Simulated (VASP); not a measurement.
Level of theory: PBE GGA, VASP's PBE PAW potentials (set 64) (plane waves; VASP).

VASP input:

### KPOINTS
```
Regular mesh
0
Gamma
  16 16 16
0 0 0
```

**INCAR**
```
ALGO  =  Normal
EDIFF  =  1E-7
ENCUT  =  480
GGA  =  PE
ISIF  =  2
ISMEAR  =  1
LASPH  =  .TRUE.
LCHARG  =  .FALSE.
LMAXMIX  =  4
LREAL  =  .FALSE.
LWAVE  =  .FALSE.
NELM  =  100
PREC  =  Accurate
SIGMA  =  0.1
SYSTEM  =  Rh
```

File POSCAR:
```
Rh
2.7033280
  0.0000000000   0.7071067992   0.7071067992
  0.7071067992   0.0000000000   0.7071067992
  0.7071067992   0.7071067992   0.0000000000
Rh
1
Direct
  0.0000000000   0.0000000000   0.0000000000
```

POTCAR, in this order: Rh_pv (PBE.64 set). Program: vasp_std.

Output

### OUTCAR
```
 ion  position               nearest neighbor table
   1  0.000  0.000  0.000-
  LATTYP: Found a face centered cubic cell.
 ALAT       =     3.8230832186
 Subroutine PRICEL returns:
 Original cell was already a primitive cell.
 Subroutine GETGRP returns: Found 48 space group operations
The static configuration has the point symmetry O_h .
The dynamic configuration has the point symmetry O_h .
 Subroutine INISYM returns: Found 48 space group operations
 Subroutine IBZKPT returns following result:
 Found    145 irreducible k-points:

 Following reciprocal coordinates:
            Coordinates               Weight
  0.000000  0.000000  0.000000      1.000000
  0.062500  0.000000  0.000000      8.000000
  0.125000  0.000000  0.000000      8.000000
  0.187500  0.000000  0.000000      8.000000
  0.250000  0.000000  0.000000      8.000000
  0.312500  0.000000  0.000000      8.000000
  0.375000  0.000000  0.000000      8.000000
  0.437500  0.000000  0.000000      8.000000
  0.500000  0.000000  0.000000      4.000000
  0.062500  0.062500  0.000000      6.000000
...
```

### OSZICAR
```
       N       E                     dE             d eps       ncg     rms          rms(c)
DAV:   1     0.106874856744E+03    0.10687E+03   -0.90239E+03  3217   0.137E+03
DAV:   2    -0.633785462750E+01   -0.11321E+03   -0.10851E+03  3286   0.372E+02
DAV:   3    -0.774787391281E+01   -0.14100E+01   -0.14045E+01  3697   0.470E+01
DAV:   4    -0.775635775080E+01   -0.84838E-02   -0.84831E-02  3478   0.381E+00
DAV:   5    -0.775648981128E+01   -0.13206E-03   -0.13206E-03  3624   0.441E-01    0.974E+00
DAV:   6    -0.727620159690E+01    0.48029E+00   -0.11650E+00  3325   0.159E+01    0.337E+00
DAV:   7    -0.726074360932E+01    0.15458E-01   -0.20362E-02  3556   0.181E+00    0.165E+00
DAV:   8    -0.725731827988E+01    0.34253E-02   -0.33194E-03  3325   0.913E-01    0.173E-01
DAV:   9    -0.725720983475E+01    0.10845E-03   -0.93630E-05  3691   0.158E-01    0.161E-02
DAV:  10    -0.725721374050E+01   -0.39058E-05   -0.34828E-06  3469   0.273E-02    0.229E-03
DAV:  11    -0.725721374901E+01   -0.85042E-08   -0.25799E-07  3583   0.721E-03
   1 F= -.72572137E+01 E0= -.72571248E+01  d E =-.266762E-03
```

### OUTCAR
```
------------------------ aborting loop because EDIFF is reached ----------------------------------------
  FORCE on cell =-STRESS in cart. coord.  units (eV):
  Direction    XX          YY          ZZ          XY          YZ          ZX
  --------------------------------------------------------------------------------------
  Total        0.1295416      0.1295416      0.1295416      0.0000000      0.0000000     -0.0000000
  in kB       14.8572502     14.8572502     14.8572502      0.0000000      0.0000000     -0.0000000
  external PRESSURE =      14.8572502 kB  Pullay stress =       0.0000000 kB
  volume of cell :       13.97
      direct lattice vectors                 reciprocal lattice vectors
     0.000000000  1.911541609  1.911541609    -0.261568986  0.261568986  0.261568986
     1.911541609  0.000000000  1.911541609     0.261568986 -0.261568986  0.261568986
     1.911541609  1.911541609  0.000000000     0.261568986  0.261568986 -0.261568986
 POSITION                                       TOTAL-FORCE (eV/Angst)
 -----------------------------------------------------------------------------------
      0.00000      0.00000      0.00000         0.000000     -0.000000      0.000000
 -----------------------------------------------------------------------------------
    total drift:                               -0.000000     -0.000000     -0.000000
  FREE ENERGIE OF THE ION-ELECTRON SYSTEM (eV)
  ---------------------------------------------------
  free  energy   TOTEN  =        -7.2572137490 eV

  energy  without entropy=       -7.2569469872  energy(sigma->0) =       -7.25712483
```
(Selected blocks of OUTCAR.)

OUTCAR:
```
 val. band max:       11.5914345343   @ k =   0.4375   0.1250   0.0625

 cond. band min:      11.6011044889   @ k =  -0.3750   0.2500   0.0000


 Fermi energy:        11.5968042177

 k-point     1 :       0.0000    0.0000    0.0000
  band No.  band energies     occupation
      1     -34.7361      2.00000
      2     -34.7361      2.00000
      3     -34.7361      2.00000
      4       3.7721      2.00000
      5       8.6127      2.00000
      6       8.6127      2.00000
      7       8.6127      2.00000
      8      10.6467      2.00000
      9      10.6467      2.00000
     10      27.6198      0.00000
     11      32.1979      0.00000

 k-point     2 :       0.0625    0.0000    0.0000
  band No.  band energies     occupation
      1     -34.7634      2.00000
      2     -34.7398      2.00000
      3     -34.7398      2.00000
      4       3.9271      2.00000
      5       8.5451      2.00000
      6       8.6727      2.00000
      7       8.6727      2.00000
      8      10.6136      2.00000
      9      10.6136      2.00000
     10      27.8404      0.00000
     11      32.1238      0.00000

 k-point     3 :       0.1250    0.0000    0.0000
  band No.  band energies     occupation
      1     -34.8405      2.00000
      2     -34.7503      2.00000
      3     -34.7503      2.00000
      4       4.3664      2.00000
      5       8.3854      2.00000
      6       8.8225      2.00000
      7       8.8225      2.00000
      8      10.5509      2.00000
      9      10.5509      2.00000
     10      28.4026      0.00000
     11      30.4370      0.00000

 k-point     4 :       0.1875    0.0000    0.0000
  band No.  band energies     occupation
      1     -34.9549      2.00000
      2     -34.7660      2.00000
      3     -34.7660      2.00000
      4       4.9888      2.00000
      5       8.2733      2.00000
      6       8.9615      2.00000
      7       8.9615      2.00000
      8      10.5728      2.00000
      9      10.5728      2.00000
...
```

The compound is Rh in the fcc structure. It was relaxed first.
